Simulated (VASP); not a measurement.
# LiW (P-6m2) in VASP: single point with PBE

Aim: the single point of LiW with PBE.

Everything below comes from runs of VASP 6.6.1. Logs are shortened: lines on timing, memory, paths and dates and some standing lists are left out, and cuts for length are marked.

## 1. Starting point

Symmetry: P-6m2, No. 187, hexagonal system. Conventional cell: a = 3.053 Å, b = 3.053 Å, c = 2.982 Å, α = 90.00°, β = 90.00°, γ = 120.00°. W (site symmetry -6m2) is surrounded by 6 Li at 2.31 Å. Li (site symmetry -6m2) is surrounded by 6 W at 2.31 Å.

The cell was built by a generator and needn't be a form met in nature.

## 2. Single point, PBE, non-collinear spin, typed start

The input, INCAR:

```
SYSTEM = LiW
PREC     = Accurate       ! precision mode
ENCUT    = 520            ! plane-wave cutoff, eV
EDIFF    = 1E-7           ! SCF threshold, eV
ISMEAR   = 1              ! smearing method
SIGMA    = 0.055          ! smearing width, eV
LREAL    = .False.        ! projectors in reciprocal space
LASPH    = .True.         ! aspherical terms in the spheres
NELM     = 150            ! most SCF steps
ALGO     = Normal         ! electronic algorithm
ISIF     = 2              ! what is computed and relaxed
LWAVE    = .False.        ! write WAVECAR
LCHARG   = .True.         ! write CHGCAR
LNONCOLLINEAR= .True.         ! non-collinear magnetism
MAGMOM   = 0 0 1 0 0 -1 0 0 0 0 0 0 ! initial moments
LORBIT   = 11             ! projections on sites
LMAXMIX  = 4              ! l up to which the mixer works
GGA      = PE             ! functional
LVHAR    = .True.       
NBANDS   = 48             ! bands
```

The input, KPOINTS:

```
Automatic mesh
0
Gamma
  7 4 7
  0 0 0
```

The input, POSCAR:

```
LiW
1.0
    1.5266709800      2.6442694500      0.0000000000
   -3.0533419600      5.2885389000      0.0000000000
    0.0000000000      0.0000000000      2.9819988300
W Li
2 2
Direct
    0.0000000000      0.0000000000      0.0000000000
    0.0000000000      0.5000000000      0.0000000000
    0.6666700000      0.3333300000      0.5000000000
    0.6666700000      0.8333300000      0.5000000000
```

Potentials or basis: VASP PAW PBE potentials, release 64 (W_sv, Li_sv).

Launch:

```
$ cat potpaw_PBE.64/W_sv/POTCAR potpaw_PBE.64/Li_sv/POTCAR > POTCAR
$ mpirun -np 1 vasp_ncl > vasp.out
```

OUTCAR:

```text
SYSTEM = LiW
   PREC = Accurate
   ENCUT = 520
   EDIFF = 1E-7
   ISMEAR = 1
   LREAL = .False.
   LASPH = .True.
   NELM = 150
   ISIF = 2
   LNONCOLLINEAR = .True.
   LORBIT = 11
   GGA = PE

 ion  position               nearest neighbor table
   1  0.000  0.000  0.000-   3 2.31   3 2.31   4 2.31   4 2.31   4 2.31   4 2.31   2 3.05   2 3.05
                             2 3.05   2 3.05
   2  0.000  0.500  0.000-   4 2.31   4 2.31   3 2.31   3 2.31   3 2.31   3 2.31   1 3.05   1 3.05
                             1 3.05   1 3.05
   3  0.667  0.333  0.500-   1 2.31   1 2.31   2 2.31   2 2.31   2 2.31   2 2.31
   4  0.667  0.833  0.500-   2 2.31   2 2.31   1 2.31   1 2.31   1 2.31   1 2.31

  LATTYP: Found a simple orthorhombic cell.
 ALAT       =     2.9819988300
 B/A-ratio  =     1.0239239457
 C/A-ratio  =     1.7734890529

  Lattice vectors:

 A1 = (   0.0000000000,   0.0000000000,   2.9819988300)
 A2 = (   1.5266709800,   2.6442694500,   0.0000000000)
 A3 = (  -4.5800129400,   2.6442694500,   0.0000000000)

Analysis of symmetry for initial positions (statically):
=====================================================================
 Subroutine PRICEL returns following result:

  LATTYP: Found a hexagonal cell.
 ALAT       =     3.0533400082
 C/A-ratio  =     0.9766350364

  Lattice vectors:

 A1 = (   1.5266709800,  -2.6442694500,   0.0000000000)
 A2 = (   1.5266709800,   2.6442694500,   0.0000000000)
 A3 = (   0.0000000000,   0.0000000000,   2.9819988300)

   2 primitive cells build up your supercell.

 Routine SETGRP: Setting up the symmetry group for a
 simple orthorhombic supercell.

 Subroutine GETGRP returns: Found  4 space group operations
 (whereof  4 operations were pure point group operations)
 out of a pool of  8 trial point group operations.

The static configuration has the point symmetry C_2v.

Analysis of symmetry for dynamics (positions and initial velocities):
=====================================================================
 Subroutine PRICEL returns following result:

  LATTYP: Found a hexagonal cell.
 ALAT       =     3.0533400082
 C/A-ratio  =     0.9766350364

  Lattice vectors:

 A1 = (   1.5266709800,  -2.6442694500,   0.0000000000)
 A2 = (   1.5266709800,   2.6442694500,   0.0000000000)
 A3 = (   0.0000000000,   0.0000000000,   2.9819988300)

   2 primitive cells build up your supercell.

 Routine SETGRP: Setting up the symmetry group for a
 simple orthorhombic supercell.

 Subroutine GETGRP returns: Found  4 space group operations
 (whereof  4 operations were pure point group operations)
 out of a pool of  8 trial point group operations.

The dynamic configuration has the point symmetry C_2v.

Analysis of structural, dynamic, and magnetic symmetry:
=====================================================================
 Subroutine PRICEL returns:
 Original cell was already a primitive cell.

 Routine SETGRP: Setting up the symmetry group for a
 simple orthorhombic supercell.

 Subroutine GETGRP returns: Found  4 space group operations
 (whereof  2 operations were pure point group operations)
 out of a pool of  8 trial point group operations.

The overall configuration has the point symmetry C_1h.
 The point group associated with its full space group is C_2v.

 Subroutine INISYM returns: Found  4 space group operations
 (whereof  2 operations are pure point group operations),
 and found     1 'primitive' translations

----------------------------------------------------------------------------------------

                                     Primitive cell

  volume of cell :      48.1525

  direct lattice vectors                    reciprocal lattice vectors
     1.526670980  2.644269450  0.000000000     0.327509992  0.189088143  0.000000000
    -3.053341960  5.288538900  0.000000000    -0.163754996  0.094544072  0.000000000
     0.000000000  0.000000000  2.981998830     0.000000000  0.000000000  0.335345537

  length of vectors
     3.053340008  6.106680016  2.981998830     0.378176044  0.189088022  0.335345537

  position of ions in fractional coordinates (direct lattice)
     0.000000000  0.000000000  0.000000000
     1.000000000  0.500000000  0.000000000
     0.666670000  0.333330000  0.500000000
     0.666670000  0.833330000  0.500000000

  ion indices of the primitive-cell ions
   primitive index   ion index
                 1           1
                 2           2
[... 38 lines left out ...]
|                                                                             |
|     Results are often still useful ...                                      |
|                                                                             |
 -----------------------------------------------------------------------------

 WARNING: IBZKPT: internal override: KBLOWUP is changed to .FALSE.
      ... skipping the blow-up phase ...

 Subroutine IBZKPT returns following result:
 ===========================================

 Found    112 irreducible k-points:

 Following reciprocal coordinates:
            Coordinates               Weight
  0.000000  0.000000  0.000000      1.000000
  0.142857 -0.000000  0.000000      1.000000
  0.285714  0.000000  0.000000      1.000000
  0.428571  0.000000  0.000000      1.000000
 -0.428571  0.000000  0.000000      1.000000
 -0.285714  0.000000  0.000000      1.000000
[... 16 lines left out ...]
  0.142857 -0.250000  0.000000      1.000000
  0.285714 -0.250000  0.000000      1.000000
 [... further k-points ...]
   k-points           NKPTS =    112   k-points in BZ     NKDIM =    112   number of bands    NBANDS=     48
   number of dos      NEDOS =    301   number of ions     NIONS =      4
   total plane-waves  NPLWV =  27648
   dimension x,y,z NGX =    24 NGY =   48 NGZ =   24
   dimension x,y,z NGXF=    48 NGYF=   96 NGZF=   48
   ions per type =               2   2
   NGX,Y,Z   is equivalent  to a cutoff of  13.07, 13.07, 13.38 a.u.
   NGXF,Y,Z  is equivalent  to a cutoff of  26.13, 26.13, 26.76 a.u.
 SYSTEM =  LiW
   PREC   = accura    normal or accurate (medium, high low for compatibility)
   ISTART =      0    job   : 0-new  1-cont  2-samecut
   ICHARG =      2    charge: 1-file 2-atom 10-const
   ISPIN  =      1    spin polarized calculation?
   LNONCOLLINEAR =      T non collinear calculations
   LSORBIT =      F    spin-orbit coupling
   LASPH  =      T    aspherical Exc in radial PAW
   ENCUT  =  520.0 eV  38.22 Ry    6.18 a.u.   5.68 11.35  5.54*2*pi/ulx,y,z
   NELM   =    150;   NELMIN=  2; NELMDL= -5     # of ELM steps
   EDIFF  = 0.1E-06   stopping-criterion for ELM
   LREAL  =      F    real-space projection
   EDIFFG = 0.1E-05   stopping-criterion for IOM
   NSW    =      0    number of steps for IOM
   IBRION =     -1    ionic relax: 0-MD 1-quasi-New 2-CG
   NFREE  =      0    steps in history (QN), initial steepest desc. (CG)
   ISIF   =      2    stress and relaxation
   ISYM   =      2    0-nonsym 1-usesym 2-fastsym
   POTIM  = 0.5000    time-step for ionic-motion
   TEBEG  =    0.0;   TEEND  =   0.0 temperature during run
   PSTRESS=    0.0 pullay stress
   NELECT =      34.0000    total number of electrons
   NUPDOWN=      -1.0000    fix difference up-down
   EMIN   =  10.00;   EMAX   =-10.00  energy-range for DOS
   EFERMI =   0.00;   METHOD = LEGACY
   ISMEAR =     1;   SIGMA  =   0.06  broadening in eV -4-tet -1-fermi 0-gaus
   EFERMI_NEDOS =   21; number of points for ismear=-14 and -15
   IALGO  =     38    algorithm
   IMIX   =      4    mixing-type and parameters
     AMIX     =   0.40;   BMIX     =  1.00
     AMIX_MAG =   1.60;   BMIX_MAG =  1.00
  volume/ion in A,a.u.               =      12.04        81.24
  Fermi-wavevector in a.u.,A,eV,Ry     =   1.457790  2.754823 28.914439  2.125151
  Thomas-Fermi vector in A             =   2.574550
   LORBIT       =     11    0 simple, 1 ext, 2 COOP (PROOUT), +10 PAW based schemes
   GGA     = PE    functional components
   LHFCALC =     F    Hartree Fock is set to
   AEXX    =    0.0000 exact exchange contribution
   IVDW    =     0    specifies the selected vdW correction
   LEPSILON=     F    determine dielectric tensor
   LRPA    =     F    only Hartree local field effects (RPA)
 Methfessel and Paxton  Order N= 1 SIGMA  =   0.06
  energy-cutoff  :      520.00
  volume of cell :       48.15
 maximum number of plane-waves:      2632
   NGX = 11   NGY = 23   NGZ = 11

 number of electron      34.0000000 magnetization      -0.0000000     -0.0000000      0.0000000

 number of electron      34.0000000 magnetization       0.0000000      0.0000000      0.0000000

 number of electron      34.0000000 magnetization       0.0000000      0.0000000     -0.0000000

 number of electron      34.0000000 magnetization      -0.0000000     -0.0000000     -0.0000000

 Free energy of the ion-electron system (eV)
  ---------------------------------------------------
  ext. energy  EPLUGINS =         0.00000000
  ---------------------------------------------------
  free energy    TOTEN  =       -21.77572453 eV

  energy without entropy =      -21.77641716  energy(sigma->0) =      -21.77595541

 E-fermi :   8.2680     XC(G=0): -12.2818

 val. band max:        8.2641846164   @ k =  -0.4286   0.0000   0.0000
 cond. band min:       8.2815503118   @ k =  -0.0000   0.5000   0.4286
 fundamental gap:      0.0173656954
 Fermi energy:         8.2680037388

 k-point     1 :       0.0000    0.0000    0.0000
  band No.  band energies     occupation
      1     -65.1335      1.00000
      2     -65.1335      1.00000
      3     -65.1034      1.00000
      4     -65.1034      1.00000
      5     -36.5348      1.00000
      6     -36.5348      1.00000
[... 1165 lines left out ...]
     45      14.9657      0.00000
     46      14.9657      0.00000

 [... further k-points ...]

 [bands above 46 left out]

------------------------ aborting loop because EDIFF is reached ----------------------------------------

  FORCE on cell =-STRESS in cart. coord.  units (eV):
  Direction    XX          YY          ZZ          XY          YZ          ZX
  --------------------------------------------------------------------------------------
  -------------------------------------------------------------------------------------
  Total        5.6450594      5.8262105     14.9095056      0.1568899      0.0000000      0.0000000
  in kB      187.8280623    193.8555024    496.0839855      5.2201979      0.0000000      0.0000000
  external PRESSURE =     292.5891834 kB  Pullay stress =       0.0000000 kB

 VOLUME and BASIS-vectors are now :
 -----------------------------------------------------------------------------
  energy-cutoff  :      520.00
  volume of cell :       48.15
      direct lattice vectors                 reciprocal lattice vectors
     1.526670980  2.644269450  0.000000000     0.327509992  0.189088143  0.000000000
    -3.053341960  5.288538900  0.000000000    -0.163754996  0.094544072  0.000000000
     0.000000000  0.000000000  2.981998830     0.000000000  0.000000000  0.335345537

 POSITION                                       TOTAL-FORCE (eV/Angst)
 -----------------------------------------------------------------------------------
      0.00000      0.00000      0.00000         0.068218     -0.039386      0.000000
     -1.52667      2.64427      0.00000         0.068218     -0.039386      0.000000
      0.00002      3.52568      1.49100        -0.068218      0.039386      0.000000
     -1.52666      6.16995      1.49100        -0.068218      0.039386      0.000000
 -----------------------------------------------------------------------------------
    total drift:                               -0.000128      0.000047      0.000000

  FREE ENERGIE OF THE ION-ELECTRON SYSTEM (eV)
  ---------------------------------------------------
  free  energy   TOTEN  =       -21.7757245349 eV

  energy  without entropy=      -21.7764171598  energy(sigma->0) =      -21.77595541

 total charge

# of ion       s       p       d       tot
------------------------------------------
    1        2.441   6.193   3.432  12.066
    2        2.441   6.193   3.432  12.066
    3        2.116   0.231   0.000   2.347
    4        2.116   0.231   0.000   2.347
--------------------------------------------------
tot          9.113  12.849   6.863  28.826

 magnetization (x)

# of ion       s       p       d       tot
------------------------------------------
    1        0.000   0.000   0.000   0.000
    2        0.000   0.000   0.000   0.000
    3        0.000   0.000   0.000   0.000
    4        0.000   0.000   0.000   0.000
--------------------------------------------------
tot          0.000   0.000   0.000   0.000

 magnetization (y)

# of ion       s       p       d       tot
------------------------------------------
    1        0.000   0.000   0.000   0.000
    2        0.000   0.000   0.000   0.000
    3        0.000   0.000   0.000   0.000
    4        0.000   0.000   0.000   0.000
--------------------------------------------------
tot          0.000   0.000   0.000   0.000

 magnetization (z)

# of ion       s       p       d       tot
------------------------------------------
    1        0.000   0.000   0.000   0.000
    2       -0.000  -0.000  -0.000  -0.000
    3       -0.000  -0.000   0.000  -0.000
    4        0.000   0.000   0.000   0.000
--------------------------------------------------
tot          0.000  -0.000   0.000  -0.000
```

Run time: 8.9 min. Hardware: 1 thread of Intel Xeon Platinum 8375C at 2.90GHz (Ice Lake), shared host; peak memory 0.51 GiB.

What came out:

* Free energy: -21.7757 eV
* Largest force: 0.079 eV/Å
* Band gap on the k mesh: none (metal or under the smearing width)
* Net moment: 0.00 μB per cell
* Valence electrons inside the program's atomic spheres: W 12.07; Li 2.35

Forces on the atoms (eV/Å):
```
W    0.068 -0.039  0.000
W    0.068 -0.039  0.000
Li  -0.068  0.039  0.000
Li  -0.068  0.039  0.000
```

Moments on the atoms (μB; x, y, z):
```
W   0.00 0.00 0.00
W   0.00 0.00 0.00
Li  0.00 0.00 0.00
Li  0.00 0.00 0.00
```

Caveat: the cutoff is under 1.25 times the usual one of these potentials, so pressure, stress and relaxed cells hold a basis-set (Pulay) error; a pressure of tens of GPa on the cell as given is suspect, and the run, the potentials or the cell itself is likely at fault. The run has no spin-orbit coupling, so splittings on W are missing.
